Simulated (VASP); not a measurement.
Crystal: CeZn2Ni.

```
Ce Zn Ni
1.0
     3.86439    0.00000    0.00000
     0.00000    3.86439    0.00000
     0.00000    0.00000    4.91927
Ce Zn Ni
1 2 1
Cartesian
  0.0000 0.0000 0.0000
  0.0000 1.9322 2.4596
  1.9322 0.0000 2.4596
  1.9322 1.9322 0.0000
```

The cell comes from a database or a generator and needn't be the stable form of this composition.

* Program: VASP 6.6.1
* Task: relaxation of cell and atoms
* Functional: PBEsol
* Potentials or basis: VASP PAW PBE potentials, release 64 (Ce, Zn, Ni)
* Cutoff: 600 eV
* k mesh: 5 × 5 × 5
* Occupations: fermi-dirac, width 0.05 eV
* Spin: collinear spin, ferromagnetic start
* Starting moments: [1.0, 0.0, 0.0, 1.0] μB
* Hubbard terms: Ce f U = 6 eV, Ni d U = 6 eV

At the start: pressure -4.8 GPa; volume 18.37 Å³/atom.

Q: How do energy, volume and symmetry change on relaxing?

A: Over 6 steps the energy falls by 21.0 meV/atom and the volume is 17.19 Å³/atom (-6.4 %); space group P4/mmm (No. 123, to 0.05 Å); moment 0.00 μB per cell.

Step by step:
```
step  energy change (eV)  largest force (eV/Å)  pressure (GPa)  volume (Å³)
   1              0.0000                0.0000           -4.83        73.46
   2             -0.0779                0.0000            1.55        67.73
   3             -0.0829                0.0000            0.15        68.69
   4             -0.0830                0.0000           -0.02        68.81
   5             -0.0837                0.0000           -0.01        68.79
   6             -0.0840                0.0000            0.01        68.76
```

Final structure:
```yaml
crystal:
  lattice:
    - [3.79317, 0.00000, 0.00000]
    - [0.00000, 3.79317, 0.00000]
    - [0.00000, 0.00000, 4.77889]
  atoms:
    - { symbol: Ce, position: [0.00000, 0.00000, 0.00000] }
    - { symbol: Zn, position: [0.00000, 0.50000, 0.50000] }
    - { symbol: Zn, position: [0.50000, 0.00000, 0.50000] }
    - { symbol: Ni, position: [0.50000, 0.50000, 0.00000] }
```

Caveat: the magnetic or orbital state may not be the lowest; the PAW data sets were made with another functional, which shifts forces and pressure a little.
